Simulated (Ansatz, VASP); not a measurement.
This is a calculation of Zn4TeO3 for VASP 6.6.1.

INCAR

```
PREC = Accurate
ENCUT = 520
EDIFF = 1E-7
ISMEAR = -1
SIGMA = 0.05
LREAL = F
LASPH = T
NELM = 80
ALGO = Normal
ISIF = 2
LWAVE = F
LCHARG = F
GGA = PE
NBANDS = 46
```

Contents of KPOINTS:

```
Automatic mesh
0
Gamma
  8 5 5
```

File POSCAR:

```
Zn4TeO3
1.0
    3.3709845011      0.0000000000      0.0000000000
    0.0000000000      3.6442501593      5.1796490000
    0.0000000000     -3.6442501593      5.1796490000
Te Zn O
1 4 3
Direct
    0.5000000000      0.3643190000      0.3643190000
    0.0000000000      0.5526410000      0.5526410000
    0.5000000000      0.5285100000      0.9378850000
    0.5000000000      0.9378850000      0.5285100000
    0.0000000000      0.9949810000      0.9949810000
    0.5000000000      0.8743720000      0.8743720000
    0.0000000000      0.8747320000      0.3725610000
    0.0000000000      0.3725610000      0.8747320000
```

Potentials or basis: VASP PAW PBE potentials, release 64 (Te, Zn, O).

The run is started by

```sh
$ cat potpaw_PBE.64/Te/POTCAR potpaw_PBE.64/Zn/POTCAR potpaw_PBE.64/O/POTCAR > POTCAR
$ mpirun -np 1 vasp_std > vasp.out
```

Problem. Translate it to Ansatz 0.2.0. Potentials there: Ansatz PAW.

Solution. As run (the cutoff follows the program's own potentials):

File input.yaml:

```yaml
crystal:
  lattice:
    - [3.3709845011, 0.0, 0.0]
    - [0.0, 3.6442501593, 5.179649]
    - [0.0, -3.6442501593, 5.179649]
  atoms:
    - { symbol: Te, position: [0.5, 0.364319, 0.364319] }
    - { symbol: Zn, position: [0.0, 0.552641, 0.552641] }
    - { symbol: Zn, position: [0.5, 0.52851, 0.937885] }
    - { symbol: Zn, position: [0.5, 0.937885, 0.52851] }
    - { symbol: Zn, position: [0.0, 0.994981, 0.994981] }
    - { symbol: O, position: [0.5, 0.874372, 0.874372] }
    - { symbol: O, position: [0.0, 0.874732, 0.372561] }
    - { symbol: O, position: [0.0, 0.372561, 0.874732] }
hamiltonian:
  xc: pbe
  pseudopotentials: { kind: paw }
kpoints:
  mp_grid: { grid: [8, 5, 5] }
scf:
  occupations: { method: fermi_dirac, width: 0.05 }
output:
  forces: true
  stress: true
  eigenvalues: true
```

Potentials or basis: Ansatz PAW.

Command:

```bash
$ ansatz run input.yaml --threads 4 --pin off --max-ram 10240MiB --backend cpu --events-out ev --progress --plain --runs-dir out
```

Both were run:

|  | VASP | Ansatz | Ansatz less VASP |
| --- | --- | --- | --- |
| gap on the k mesh at the Fermi level (eV) | none | none | - |
| pressure (GPa) | 0.1 | -0.3 | -0.44 |
| largest component of the traceless stress (GPa) | 1.71 | 1.71 | +0.003 |
| rms of the force components (eV/Å) | 0.083 | 0.082 | -0.0007 |

Atom by atom the forces differ by 0.025 eV/Å (rms over components). A gap of «none» marks a metal or a gap that the smearing closes. The functional is the same, so the differences come from potentials, cutoffs and numerics. The two sets of potentials don't hold the same shells in valence.

Caveats: the pressure holds a Pulay correction of +0.4 GPa for the finite cutoff (Ansatz). Spin-orbit coupling is left out, which matters for the levels of Te.
